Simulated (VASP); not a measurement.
The system is MgCd2Te3.

```
Mg Cd Te
1.0
    -3.38450    3.38450    4.50656
     3.38450   -3.38450    4.50656
     3.38450    3.38450   -4.50656
Mg Cd Te
1 2 3
Direct
  0.00000 0.00000 0.00000
  0.50000 0.00000 0.50000
  0.00000 0.50000 0.50000
  0.75000 0.25000 0.50000
  0.25000 0.75000 0.50000
  0.50000 0.50000 0.00000
```

The cell was built by a generator and needn't be a form met in nature.

| Quantity | Value |
| --- | --- |
| Program | VASP 6.6.1 |
| Task | relaxation of cell and atoms |
| Functional | PBE |
| Potentials or basis | VASP PAW PBE potentials, release 64 (Mg, Cd, Te) |
| Cutoff | 520 eV |
| k mesh | 3 × 3 × 3 |
| Occupations | gaussian, width 0.15 eV |
| Spin | no spin polarisation |

At the start: pressure 15.1 GPa; volume 34.41 Å³/atom.

How do energy, volume and symmetry change on relaxing?

Over 10 steps the energy falls by 933.4 meV/atom and the volume is 33.53 Å³/atom (-2.6 %); space group I4/mmm (No. 139, to 0.05 Å).

The path:
| step | energy change (eV) | largest force (eV/Å) | pressure (GPa) | volume (Å³) |
| --- | --- | --- | --- | --- |
| 1 | 0.0000 | 0.0000 | 15.05 | 206.49 |
| 2 | -3.2257 | 0.0000 | -4.83 | 298.74 |
| 3 | -4.9147 | 0.0000 | -2.85 | 249.59 |
| 4 | -4.9267 | 0.0000 | -2.63 | 248.09 |
| 5 | -4.9328 | 0.0000 | -2.31 | 245.83 |
| 6 | -5.2713 | 0.0000 | -1.84 | 228.75 |
| 7 | -5.5626 | 0.0000 | -0.21 | 205.16 |
| 8 | -5.5802 | 0.0000 | 0.96 | 196.41 |
| 9 | -5.5817 | 0.0000 | 0.53 | 199.08 |
| 10 | -5.6004 | 0.0000 | -0.25 | 201.20 |

Final structure:
```xyz
6
Lattice="-2.9934 2.9934 5.6134 2.9934 -2.9934 5.6134 2.9934 2.9934 -5.6134" Properties=species:S:1:pos:R:3 pbc="T T T"
Mg    0.0000    0.0000    0.0000
Cd    0.0000    2.9934    0.0000
Cd    2.9934    0.0000    0.0000
Te    0.0000    2.9934    2.8067
Te    2.9934    0.0000    2.8067
Te    0.0000    0.0000    5.6134
```

Caveat: the k mesh is coarse (spacing up to 0.44 Å⁻¹), so the values aren't converged.
